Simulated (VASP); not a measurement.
# Interstitial N in Cu, part 3 of 3

Wanted: what interstitial N costs in Cu and how the lattice relaxes round it.

VASP 6.6.1, plane waves and PAW; the level of theory is named at each step.

So far. Step 4 (Relaxing the atoms): The run ended after 4 ionic steps, 0.020 eV below its first step, once the forces on the free atoms met EDIFFG = -0.03. Step 4 (Relaxing the atoms): Energy at zero smearing: -17.03300 eV.

**5. Relaxing the defect**

This step: PBEsol, no spin polarisation; plane waves and PAW (Cu, N) (VASP 6.6.1).

System of this step: Cu32N. The cell holds 33 atoms: 32 Cu and 1 N. Its edges and angles: a = 7.126 Å, b = 7.126 Å, c = 7.126 Å, α = 90.0°, β = 90.0°, γ = 90.0°. It derives from Cu. Nearest the centre at fractional (0.250, 0.250, 0.250): N33 at 0.00 Å, Cu8 at 1.78 Å, Cu16 at 1.78 Å, Cu5 at 1.78 Å, Cu20 at 1.78 Å, Cu17 at 1.78 Å, Cu9 at 1.78 Å, Cu6 at 3.09 Å.

The host is treated as a metal, since its gap is under 0.3 eV or closed. The run keeps 48 symmetry operations, which cuts the number of k-points but bars distortions that break them. The atoms relax at the host's fixed cell.

File INCAR:

```
SYSTEM = Cu32N
PREC = Normal
ENCUT = 400
EDIFF = 1E-05
NELM = 120
ISMEAR = 1
SIGMA = 0.2
LREAL = Auto
ALGO = Fast
GGA = PS
NBANDS = 208
LASPH = .TRUE.
LORBIT = 11
LWAVE = .FALSE.
LCHARG = .TRUE.
KPAR = 4
NCORE = 2
IBRION = 2
NSW = 50
ISIF = 2
EDIFFG = -0.03
POTIM = 0.4
MAXMIX = 40
ISYM = 2
```

File POSCAR:

```
Cu32N
1.0
    7.1264299548      0.0000000000      0.0000000000
    0.0000000000      7.1264299548      0.0000000000
    0.0000000000      0.0000000000      7.1264299548
Cu N
32 1
Direct
    0.5000000000      0.0000000000      0.0000000000
    0.7500000000      0.2500000000      0.0000000000
    0.7500000000      0.0000000000      0.2500000000
    0.0000000000      0.0000000000      0.0000000000
    0.2500000000      0.2500000000      0.0000000000
    0.5000000000      0.5000000000      0.0000000000
    0.7500000000      0.7500000000      0.0000000000
    0.2500000000      0.0000000000      0.2500000000
    0.5000000000      0.2500000000      0.2500000000
    0.7500000000      0.5000000000      0.2500000000
    0.5000000000      0.0000000000      0.5000000000
    0.7500000000      0.2500000000      0.5000000000
    0.7500000000      0.0000000000      0.7500000000
    0.0000000000      0.5000000000      0.0000000000
    0.2500000000      0.7500000000      0.0000000000
    0.0000000000      0.2500000000      0.2500000000
    0.2500000000      0.5000000000      0.2500000000
    0.5000000000      0.7500000000      0.2500000000
    0.0000000000      0.0000000000      0.5000000000
    0.2500000000      0.2500000000      0.5000000000
    0.5000000000      0.5000000000      0.5000000000
    0.7500000000      0.7500000000      0.5000000000
    0.2500000000      0.0000000000      0.7500000000
    0.5000000000      0.2500000000      0.7500000000
    0.7500000000      0.5000000000      0.7500000000
    0.0000000000      0.7500000000      0.2500000000
    0.0000000000      0.5000000000      0.5000000000
    0.2500000000      0.7500000000      0.5000000000
    0.0000000000      0.2500000000      0.7500000000
    0.2500000000      0.5000000000      0.7500000000
    0.5000000000      0.7500000000      0.7500000000
    0.0000000000      0.7500000000      0.7500000000
    0.2500000000      0.2500000000      0.2500000000
```

File KPOINTS:

```
Automatic mesh
0
Monkhorst-Pack
5 5 5
0 0 0
```

PAW data sets: Cu and N (PBE family, release 64).

Started as:

```bash
$ mpirun -np 8 vasp_std
```

Log:

```text
[banner, memory and clock lines left out]
running    8 mpi-ranks, on    1 nodes
 distrk:  each k-point on    2 cores,    4 groups
 distr:  one band on    2 cores,    1 groups

 POSCAR found type information on POSCAR CuN
 POSCAR found :  2 types and      33 ions
 [... a notice as in an earlier step ...]

 LDA part: xc-table for (Slater+PW92), standard interpolation
 POSCAR, INCAR and KPOINTS ok, starting setup
 FFT: planning ... GRIDC
 FFT: planning ... GRID_SOFT
 FFT: planning ... GRID
 WAVECAR not read
 entering main loop
       N       E                     dE             d eps       ncg     rms          rms(c)
DAV:   1     0.379017673565E+04    0.37902E+04   -0.11741E+05  4160   0.256E+03
DAV:   2     0.597548738900E+03   -0.31926E+04   -0.31003E+04  4160   0.607E+02
DAV:   3    -0.110170138986E+03   -0.70772E+03   -0.66515E+03  4312   0.296E+02
DAV:   4    -0.178714059440E+03   -0.68544E+02   -0.64393E+02  4904   0.118E+02
DAV:   5    -0.181414717135E+03   -0.27007E+01   -0.26378E+01  6104   0.240E+01    0.487E+01
RMM:   6    -0.153929935553E+03    0.27485E+02   -0.37968E+02  4174   0.118E+02    0.234E+01
RMM:   7    -0.143345904010E+03    0.10584E+02   -0.76701E+01  4182   0.565E+01    0.517E+00
RMM:   8    -0.143537188954E+03   -0.19128E+00   -0.52746E+00  4350   0.627E+00    0.229E+00
RMM:   9    -0.143486974297E+03    0.50215E-01   -0.11849E+00  4305   0.521E+00    0.144E+00
RMM:  10    -0.143478772823E+03    0.82015E-02   -0.40135E-01  4605   0.278E+00    0.538E-01
RMM:  11    -0.143482190034E+03   -0.34172E-02   -0.95990E-02  4887   0.997E-01    0.398E-01
RMM:  12    -0.143481371660E+03    0.81837E-03   -0.12087E-02  4398   0.423E-01    0.230E-01
RMM:  13    -0.143481038527E+03    0.33313E-03   -0.61007E-03  4659   0.230E-01    0.534E-02
RMM:  14    -0.143481101582E+03   -0.63055E-04   -0.12395E-03  4685   0.147E-01    0.440E-02
RMM:  15    -0.143481125631E+03   -0.24049E-04   -0.46354E-04  4680   0.657E-02    0.150E-02
RMM:  16    -0.143481129074E+03   -0.34433E-05   -0.52225E-05  2901   0.296E-02
   1 F= -.14348113E+03 E0= -.14349587E+03  d E =-.143481E+03
 curvature:   0.00 expect dE= 0.000E+00 dE for cont linesearch  0.000E+00
 trial: gam= 0.00000 g(F)=  0.202E+01 g(S)=  0.000E+00 ort = 0.000E+00 (trialstep = 0.100E+01)
 search vector abs. value=  0.202E+01
 bond charge predicted
       N       E                     dE             d eps       ncg     rms          rms(c)
DAV:   1    -0.143434006849E+03    0.47119E-01   -0.49305E+02  5008   0.580E+01    0.199E+00
RMM:   2    -0.144171715115E+03   -0.73771E+00   -0.81022E+00  4225   0.160E+01    0.239E+00
RMM:   3    -0.144432914117E+03   -0.26120E+00   -0.35375E+00  5005   0.674E+00    0.145E+00
RMM:   4    -0.144463021980E+03   -0.30108E-01   -0.51423E-01  5852   0.221E+00    0.128E+00
RMM:   5    -0.144464564340E+03   -0.15424E-02   -0.20950E-02  5620   0.415E-01    0.135E+00
RMM:   6    -0.144432055330E+03    0.32509E-01   -0.13689E-01  5740   0.134E+00    0.774E-01
RMM:   7    -0.144428105734E+03    0.39496E-02   -0.69646E-03  4235   0.417E-01    0.472E-01
RMM:   8    -0.144425993315E+03    0.21124E-02   -0.55851E-03  4264   0.342E-01    0.170E-01
RMM:   9    -0.144425850734E+03    0.14258E-03   -0.23392E-03  4213   0.209E-01    0.619E-02
RMM:  10    -0.144425877562E+03   -0.26828E-04   -0.86136E-04  4709   0.122E-01    0.293E-02
RMM:  11    -0.144425896155E+03   -0.18593E-04   -0.19277E-04  3608   0.381E-02    0.310E-02
RMM:  12    -0.144425898056E+03   -0.19006E-05   -0.29305E-05  2829   0.249E-02
   2 F= -.14442590E+03 E0= -.14444127E+03  d E =-.944769E+00
[...]
3 F= -.14442620E+03 E0= -.14444159E+03  d E =-.945072E+00
[...]
4 F= -.14446663E+03 E0= -.14448209E+03  d E =-.404300E-01
[...]
5 F= -.14448030E+03 E0= -.14449582E+03  d E =-.540941E-01
[...]
6 F= -.14448022E+03 E0= -.14449574E+03  d E =-.540228E-01
[...]
7 F= -.14448296E+03 E0= -.14449860E+03  d E =-.274002E-02
[...]
8 F= -.14448348E+03 E0= -.14449919E+03  d E =-.325408E-02
 curvature:  -1.10 expect dE=-0.261E-03 dE for cont linesearch -0.530E-04
 ZBRENT: interpolating
 opt :   1.8001  next Energy=  -144.483518 (dE=-0.329E-02)
 bond charge predicted
       N       E                     dE             d eps       ncg     rms          rms(c)
DAV:   1    -0.144483429053E+03    0.46727E-04   -0.28804E-02  4432   0.406E-01    0.733E-02
RMM:   2    -0.144483432764E+03   -0.37111E-05   -0.36959E-04  4189   0.107E-01    0.657E-02
RMM:   3    -0.144483454366E+03   -0.21602E-04   -0.17175E-04  3925   0.467E-02    0.682E-02
RMM:   4    -0.144483457597E+03   -0.32307E-05   -0.29408E-05  2315   0.285E-02
   9 F= -.14448346E+03 E0= -.14449915E+03  d E =-.323353E-02
 curvature:  -0.83 expect dE=-0.164E-03 dE for cont linesearch -0.374E-04
 trial: gam=-0.05616 g(F)=  0.197E-03 g(S)=  0.000E+00 ort = 0.401E-03 (trialstep = 0.132E+01)
 search vector abs. value=  0.164E-03
 reached required accuracy - stopping structural energy minimisation
```

It took 3 min on 8 MPI ranks of AMD EPYC 9R45, shared host; peak memory 2.7 GiB; 20 min of CPU time.

From OUTCAR (step 5):

```text
   NELECT =     357.0000    total number of electrons

 E-fermi :   8.2189

 k-point     1 :       0.0000    0.0000    0.0000
  band No.  band energies     occupation
    ...
    179       7.8398      2.02209
    180       7.8398      2.02209
    181       7.8696      2.03313
    182       7.8696      2.03313
    183       7.8696      2.03313
    184       8.6645     -0.00715
    185       8.6645     -0.00715
    186       8.6645     -0.00715
    187      10.2816     -0.00000
    188      10.2816     -0.00000
    ...

  Total        8.8047066      8.8047066      8.8047066      0.0000000      0.0000000     -0.0000000
  in kB       38.9770895     38.9770895     38.9770895      0.0000000      0.0000000     -0.0000000
  external PRESSURE =      38.9770895 kB  Pullay stress =       0.0000000 kB

 POSITION                                       TOTAL-FORCE (eV/Angst)
 -----------------------------------------------------------------------------------
      3.58197      7.10768      7.10768         0.006292     -0.006292     -0.006292
      5.34482      1.78161      7.10250        -0.000000     -0.000000      0.000481
      5.34482      7.10250      1.78161        -0.000000      0.000481     -0.000000
      7.10768      7.10768      7.10768        -0.006292     -0.006292     -0.006292
      1.78161      1.78161      7.00472        -0.000000     -0.000000      0.020090
      3.58197      3.58197      7.10768         0.006292      0.006292     -0.006292
      5.34482      5.34482      7.12083        -0.000000     -0.000000     -0.017041
      1.78161      7.00472      1.78161        -0.000000      0.020090     -0.000000
      3.68493      1.78161      1.78161        -0.020090     -0.000000      0.000000
      5.34482      3.58714      1.78161        -0.000000     -0.000481      0.000000
      3.58197      7.10768      3.58197         0.006292     -0.006292      0.006292
      5.34482      1.78161      3.58714        -0.000000     -0.000000     -0.000481
      5.34482      7.12083      5.34482        -0.000000     -0.017041      0.000000
      7.10768      3.58197      7.10768        -0.006292      0.006292     -0.006292
      1.78161      5.34482      7.10250        -0.000000     -0.000000      0.000481
      7.00472      1.78161      1.78161         0.020090     -0.000000     -0.000000
      1.78161      3.68493      1.78161        -0.000000     -0.020090     -0.000000
      3.58714      5.34482      1.78161        -0.000481     -0.000000      0.000000
      7.10768      7.10768      3.58197        -0.006292     -0.006292      0.006292
      1.78161      1.78161      3.68493        -0.000000     -0.000000     -0.020090
      3.58197      3.58197      3.58197         0.006292      0.006292      0.006292
      5.34482      5.34482      3.56881        -0.000000     -0.000000      0.017041
      1.78161      7.10250      5.34482        -0.000000      0.000481     -0.000000
      3.58714      1.78161      5.34482        -0.000481     -0.000000      0.000000
[...]
-----------------------------------------------------------------------------------
    total drift:                                0.000000      0.000000      0.000000

  FREE ENERGIE OF THE ION-ELECTRON SYSTEM (eV)
  ---------------------------------------------------
  free  energy   TOTEN  =      -144.4834575967 eV

  energy  without entropy=     -144.5305464004  energy(sigma->0) =     -144.49915386

[... 7 parts as in an earlier step ...]

[... 11 further parts left out ...]
```

This run has no spin polarisation, so a moment on Cu, if there is one, isn't seen. Its electron count is odd, so without a moment it is a metal by construction.

The steps of the relaxation:

```csv
step,energy less that of the first step (eV),largest force (eV/Å)
1,0.0000,2.9212
2,-0.9448,0.2989
3,-0.9451,0.3077
4,-0.9855,0.1451
5,-0.9992,0.0965
6,-0.9991,0.0986
7,-1.0018,0.0426
8,-1.0023,0.0316
9,-1.0023,0.0201
```

The atoms that moved most (Å):

```csv
atom,dx,dy,dz,length
Cu8,0.000,-0.122,0.000,0.122
Cu5,0.000,0.000,-0.122,0.122
Cu16,-0.122,0.000,0.000,0.122
Cu9,0.122,0.000,0.000,0.122
Cu20,0.000,0.000,0.122,0.122
Cu17,0.000,0.122,0.000,0.122
Cu6,0.019,0.019,-0.019,0.032
Cu14,-0.019,0.019,-0.019,0.032
```

The relaxed structure:

```cif
data_structure
_symmetry_space_group_name_H-M 'P 1'
_symmetry_Int_Tables_number 1
_cell_length_a 7.1264
_cell_length_b 7.1264
_cell_length_c 7.1264
_cell_angle_alpha 90.000
_cell_angle_beta 90.000
_cell_angle_gamma 90.000
_cell_volume 361.92
loop_
_atom_site_label
_atom_site_type_symbol
_atom_site_fract_x
_atom_site_fract_y
_atom_site_fract_z
_atom_site_occupancy
Cu1 Cu 0.50263 0.99737 0.99737 1
Cu2 Cu 0.75000 0.25000 0.99664 1
Cu3 Cu 0.75000 0.99664 0.25000 1
Cu4 Cu 0.99737 0.99737 0.99737 1
Cu5 Cu 0.25000 0.25000 0.98292 1
Cu6 Cu 0.50263 0.50263 0.99737 1
Cu7 Cu 0.75000 0.75000 0.99921 1
Cu8 Cu 0.25000 0.98292 0.25000 1
Cu9 Cu 0.51708 0.25000 0.25000 1
Cu10 Cu 0.75000 0.50336 0.25000 1
Cu11 Cu 0.50263 0.99737 0.50263 1
Cu12 Cu 0.75000 0.25000 0.50336 1
Cu13 Cu 0.75000 0.99921 0.75000 1
Cu14 Cu 0.99737 0.50263 0.99737 1
Cu15 Cu 0.25000 0.75000 0.99664 1
Cu16 Cu 0.98292 0.25000 0.25000 1
Cu17 Cu 0.25000 0.51708 0.25000 1
Cu18 Cu 0.50336 0.75000 0.25000 1
Cu19 Cu 0.99737 0.99737 0.50263 1
Cu20 Cu 0.25000 0.25000 0.51708 1
Cu21 Cu 0.50263 0.50263 0.50263 1
Cu22 Cu 0.75000 0.75000 0.50079 1
Cu23 Cu 0.25000 0.99664 0.75000 1
Cu24 Cu 0.50336 0.25000 0.75000 1
Cu25 Cu 0.75000 0.50079 0.75000 1
Cu26 Cu 0.99664 0.75000 0.25000 1
Cu27 Cu 0.99737 0.50263 0.50263 1
Cu28 Cu 0.25000 0.75000 0.50336 1
Cu29 Cu 0.99664 0.25000 0.75000 1
Cu30 Cu 0.25000 0.50336 0.75000 1
Cu31 Cu 0.50079 0.75000 0.75000 1
Cu32 Cu 0.99921 0.75000 0.75000 1
N33 N 0.25000 0.25000 0.25000 1
```

This step gave:

```
electronic cycles       : 80
electrons               : 357
free energy (TOTEN)     : -144.4835 eV
energy at zero smearing : -144.4992 eV
Fermi energy            : 8.219 eV
```

Valence density in the ac plane at fractional y = 0.250, through the centre, with atoms of Cu and N within 0.45 Å of it. It is the smooth field of the valence electrons, not physical close to the nuclei.

Values in e/Å³, 11 rows by 16 columns, each cell a mean:
```
 0  0  1  7  9  3  0  0  0  0  1  5  7  2  0  0
 2  1  0  1  1  0  0  2  2  1  0  0  0  0  0  2
12  3  0  0  0  0  1  8 13  4  0  0  0  0  1  9
 4  1  0  0  0  0  1  3  4  1  0  0  0  0  1  3
 0  0  1  5  7  2  0  0  0  0  1  3  5  1  0  0
 0  0  1  8 11  3  0  0  0  0  1  8 12  3  0  0
 0  0  0  1  1  1  0  0  0  0  0  1  2  1  0  0
 6  1  1  2  3  1  1  4  8  4  0  0  0  0  2  7
 8  2  1  2  3  2  1  5 11  5  1  0  0  0  2  9
 1  0  0  1  1  1  0  0  1  1  0  1  1  0  0  1
 0  0  1  6  9  2  0  0  0  0  1  7 11  3  0  0
```
Columns run along a (7.1 Å), rows up along c (7.1 Å). Atoms in or near the plane, at fractional coordinates: Cu at (0.75, 0.00), Cu at (0.25, 0.98), Cu at (0.52, 0.25), Cu at (0.75, 0.50), Cu at (0.98, 0.25), Cu at (0.25, 0.52), Cu at (0.50, 0.75), Cu at (0.00, 0.75), N at (0.25, 0.25).

The run ended after 9 ionic steps, 1.002 eV below its first step, once the forces on the free atoms met EDIFFG = -0.03.

N hardly moves from its start, within the 48 symmetry operations kept, and its nearest atoms are 6 Cu at 1.90 Å.

**6. Putting the energies together**

This step: point defect, PBEsol; plane waves and PAW (VASP 6.6.1).

Derived from the runs above.

This step gave:

```yaml
formation_energy_of_the_neutral_defect: 1.915 eV
```

Formation energy:

```csv
formation energy (eV),largest move (Å)
1.915,0.1217
```

E_f is E(defect cell) less E(perfect cell), corrected for the atoms exchanged with their references.

References, in eV an atom: N -8.517 (N2 molecule) and Cu -4.309 (the host). They were run at the supercell's cutoff and functional, without U, and count both elements from their own phases.

**7. Results**

| Quantity | Value |
| --- | --- |
| formation energy at charge 0 | 1.915 eV |

In words: Interstitial N costs 1.92 eV at the one site run, which need not be the lowest, with every exchanged atom at the energy of its element. N hardly moves from its start, within the 48 symmetry operations kept, and its nearest atoms are 6 Cu at 1.90 Å. With metallic smearing the value can move by tenths of an eV with the k mesh. The supercell of 32 atoms is small, so interactions between images remain.

[Lines on the potential files, build, host, timing and source positions are cut from VASP's logs without a mark.]

[Logs are printed without paths, hosts, clocks, repeated set-up lines and the standing remarks that a program may print on its own settings, such as how far it seeks lower states.]

[Hosts, paths, dates, database ids (printed as entryN), source tags and the programs' standing remarks are cut or masked in the printed files.]

[In band tables of VASP the shares of atoms and orbitals are scaled to a sum of 1 inside the atoms' spheres.]

[Runs that stopped without an error message from VASP are left out.]
